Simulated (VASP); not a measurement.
A run of VASP 6.6.1:

INCAR

```
SYSTEM = Zr3PdSe4
ALGO = Fast ; EDIFF = 1E-4
EDIFFG = -0.08 ; ENCUT = 520
GGA = PE ; IBRION = 2
ISIF = 3 ; ISMEAR = 0
LASPH = .True. ; LCHARG = .False.
LREAL = .False. ; LWAVE = .False.
NELM = 60 ; NSW = 24
PREC = Normal ; SIGMA = 0.15
```

File KPOINTS:

```
k-points
0
Gamma
  3 3 3
  0 0 0
```

Contents of POSCAR:

```
Zr3PdSe4
1.0
    3.6391538700      2.1010664700      4.4854937900
   -3.6391538700      2.1010664700      4.4854937900
    0.0000000000     -4.2021329300      4.4854937900
Zr Pd Se
3 1 4
Direct
    0.5000000000      0.5000000000      0.0000000000
    0.0000000000      0.5000000000      0.5000000000
    0.5000000000      0.0000000000      0.5000000000
    0.5000000000      0.5000000000      0.5000000000
    0.0000000000      0.0000000000      0.5000000000
    0.5000000000      0.0000000000      0.0000000000
    0.0000000000      0.5000000000      0.0000000000
    0.0000000000      0.0000000000      0.0000000000
```

Potentials or basis: VASP PAW PBE potentials, release 64 (Zr_sv, Pd, Se).

Command:

```console
$ cat potpaw_PBE.64/Zr_sv/POTCAR potpaw_PBE.64/Pd/POTCAR potpaw_PBE.64/Se/POTCAR > POTCAR
$ mpirun -np 1 vasp_std > vasp.out
```

Hardware: 1 thread of Intel(R) Xeon(R) Platinum 8488C (Sapphire Rapids), on a shared host.

How long does it take, and how much memory?

It took 3.7 min on 1 thread of Intel(R) Xeon(R) Platinum 8488C (Sapphire Rapids) (shared host), peak memory 0.24 GiB. Counts: scf iterations 70, k points 6, ion steps 6.
